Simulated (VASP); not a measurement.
All values below come from PBEsol GGA, VASP's PBE PAW potentials (set 64) (plane waves; VASP).

VASP ran on this input.

POSCAR:
```
SrO
3.6302570
  0.0000000000   0.7071068441   0.7071068441
  0.7071068441   0.0000000000   0.7071068441
  0.7071068441   0.7071068441   0.0000000000
Sr O
1 1
Cartesian
  0.0000000000   0.0000000000   0.0000000000
  0.7071068441   0.7071068441   0.7071068441
```

### INCAR
```
ALGO = Normal
EDIFF = 1E-7
ENCUT = 520
GGA = PS
ICHARG = 11
ISMEAR = 0
LASPH = .TRUE.
LCHARG = .FALSE.
LMAXMIX = 4
LORBIT = 11
LREAL = .FALSE.
LWAVE = .FALSE.
NELM = 100
PREC = Accurate
SIGMA = 0.05
SYSTEM = SrO
```

**KPOINTS**
```
k-points along high-symmetry lines
15
Line-mode
Reciprocal
  0.000000   0.000000   0.000000 ! GAMMA
  0.500000   0.000000   0.500000 ! X

  0.500000   0.000000   0.500000 ! X
  0.625000   0.250000   0.625000 ! U

  0.375000   0.375000   0.750000 ! K
  0.000000   0.000000   0.000000 ! GAMMA

  0.000000   0.000000   0.000000 ! GAMMA
  0.500000   0.500000   0.500000 ! L

  0.500000   0.500000   0.500000 ! L
  0.500000   0.250000   0.750000 ! W

  0.500000   0.250000   0.750000 ! W
  0.500000   0.000000   0.500000 ! X
```

POTCAR, in this order: Sr_sv O (PBE.64 set). Program: vasp_std. Read from the step before: CHGCAR.

The resulting files:

OUTCAR:
```
 ion  position               nearest neighbor table
   1  0.000  0.000  0.000-   2 2.57   2 2.57   2 2.57   2 2.57   2 2.57   2 2.57
   2  0.500  0.500  0.500-   1 2.57   1 2.57   1 2.57   1 2.57   1 2.57   1 2.57
  LATTYP: Found a face centered cubic cell.
 ALAT       =     5.1339591412
 Subroutine PRICEL returns:
 Original cell was already a primitive cell.
 Subroutine GETGRP returns: Found 48 space group operations
The static configuration has the point symmetry O_h .
The dynamic configuration has the point symmetry O_h .
 Subroutine INISYM returns: Found 48 space group operations
   k-points           NKPTS =     90   k-points in BZ     NKDIM =     90   number of bands    NBANDS=     12
   number of dos      NEDOS =    301   number of ions     NIONS =      2
   total plane-waves  NPLWV =  21952
   dimension x,y,z NGX =    28 NGY =   28 NGZ =   28
   dimension x,y,z NGXF=    56 NGYF=   56 NGZF=   56
   ions per type =               1   1
   PREC   = accura    normal or accurate (medium, high low for compatibility)
   ISTART =      0    job   : 0-new  1-cont  2-samecut
   ICHARG =     11    charge: 1-file 2-atom 10-const
   ISPIN  =      1    spin polarized calculation?
   LNONCOLLINEAR =      F non collinear calculations
   LSORBIT =      F    spin-orbit coupling
   INIWAV =      1    electr: 0-lowe 1-rand  2-diag
   ENCUT  =  520.0 eV  38.22 Ry    6.18 a.u.   6.75  6.75  6.75*2*pi/ulx,y,z
   NELM   =    100;   NELMIN=  2; NELMDL= -5     # of ELM steps
   EDIFF  = 0.1E-06   stopping-criterion for ELM
   LREAL  =      F    real-space projection
   NLSPLINE    = F    spline interpolate recip. space projectors
   LMAXMIX     =    4 max onsite mixed and CHGCAR
   VOSKOWN=      0    Vosko Wilk Nusair interpolation
   EDIFFG = 0.1E-05   stopping-criterion for IOM
   NSW    =      0    number of steps for IOM
   NBLOCK =      1;   KBLOCK =      1    inner block; outer block
   IBRION =     -1    ionic relax: 0-MD 1-quasi-New 2-CG
   NFREE  =      0    steps in history (QN), initial steepest desc. (CG)
   ISIF   =      2    stress and relaxation
   ISYM   =      2    0-nonsym 1-usesym 2-fastsym
   TEIN   =    0.0    initial temperature
   TEBEG  =    0.0;   TEEND  =   0.0 temperature during run
...
```

OSZICAR:
```
       N       E                     dE             d eps       ncg     rms          rms(c)
DAV:   1     0.732125912514E+02    0.73213E+02   -0.88370E+03  2160   0.131E+03
DAV:   2    -0.740106449017E+01   -0.80614E+02   -0.73636E+02  2724   0.244E+02
DAV:   3    -0.111843809396E+02   -0.37833E+01   -0.37341E+01  2960   0.501E+01
DAV:   4    -0.113144678656E+02   -0.13009E+00   -0.13002E+00  2940   0.828E+00
DAV:   5    -0.113168235138E+02   -0.23556E-02   -0.23556E-02  2872   0.887E-01
DAV:   6    -0.113168550685E+02   -0.31555E-04   -0.31555E-04  3036   0.844E-02
DAV:   7    -0.113168554180E+02   -0.34951E-06   -0.34949E-06  2672   0.779E-03
DAV:   8    -0.113168554298E+02   -0.11780E-07   -0.11779E-07  1784   0.946E-04
   1 F= -.11316855E+02 E0= -.11316855E+02  d E =-.655553E-11
```

**OUTCAR**
```
 val. band max:        1.5107669941   @ k =   0.0000   0.0000   0.0000

 cond. band min:       4.6628912676   @ k =   0.5000   0.0000   0.5000



 k-point     1 :       0.0000    0.0000    0.0000
  band No.  band energies     occupation
      1     -30.7100      2.00000
      2     -13.4933      2.00000
      3     -12.3578      2.00000
      4     -12.3578      2.00000
      5     -12.3578      2.00000
      6       1.5108      2.00000
      7       1.5108      2.00000
      8       1.5108      2.00000
      9       5.3665      0.00000
     10       7.6827      0.00000
     11       7.6827      0.00000
     12       7.6827      0.00000

 k-point     2 :       0.0357    0.0000    0.0357
  band No.  band energies     occupation
      1     -30.7076      2.00000
      2     -13.5437      2.00000
      3     -12.3627      2.00000
      4     -12.3627      2.00000
      5     -12.3061      2.00000
      6       1.4195      2.00000
      7       1.5035      2.00000
      8       1.5035      2.00000
      9       5.4518      0.00000
     10       7.6126      0.00000
     11       7.7400      0.00000
     12       7.7400      0.00000

 k-point     3 :       0.0714    0.0000    0.0714
  band No.  band energies     occupation
      1     -30.7006      2.00000
      2     -13.6678      2.00000
      3     -12.3771      2.00000
      4     -12.3771      2.00000
      5     -12.1811      2.00000
      6       1.1830      2.00000
      7       1.4834      2.00000
      8       1.4834      2.00000
      9       5.6760      0.00000
     10       7.4182      0.00000
     11       7.9089      0.00000
     12       7.9089      0.00000

 k-point     4 :       0.1071    0.0000    0.1071
  band No.  band energies     occupation
      1     -30.6894      2.00000
      2     -13.8190      2.00000
      3     -12.4004      2.00000
      4     -12.4004      2.00000
      5     -12.0349      2.00000
      6       0.8793      2.00000
      7       1.4550      2.00000
...
```

The density is held fixed in this step, so its total energy and stress have no physical meaning.

The compound is SrO in the rock salt structure. It was relaxed first.
